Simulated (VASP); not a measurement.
Energy against volume of Lu (hcp). These are PBEsol GGA, VASP's PBE PAW potentials (set 64) (plane waves; VASP 6.6.1) values and carry that method's errors. Run with 520 eV cut-off, 12×12×7 Γ-centred mesh, first-order Methfessel-Paxton smearing of 0.10 eV, potentials Lu_3.

Shape and ions are relaxed at each volume.

```
V (Å³/atom)  E (eV/atom)
-----------  -----------
26.140          -4.85115
26.974          -4.86585
27.809          -4.87131
28.643          -4.86866
```

Question: Fit these four points and predict the energy of the run at 29.477 Å³/atom.

Answer: A cubic in V^(−2/3), the third-order Birch-Murnaghan form, passes through the four points with V0 = 27.94 Å³/atom and B0 = 51 GPa, and gives -4.8589 eV/atom there. The run gave -4.8589 eV/atom, +0.0 meV/atom from the fit; all five points give B0 = 51 GPa.

The compound is Lu in the hcp structure. It was relaxed first, which changed the volume by -5 %.
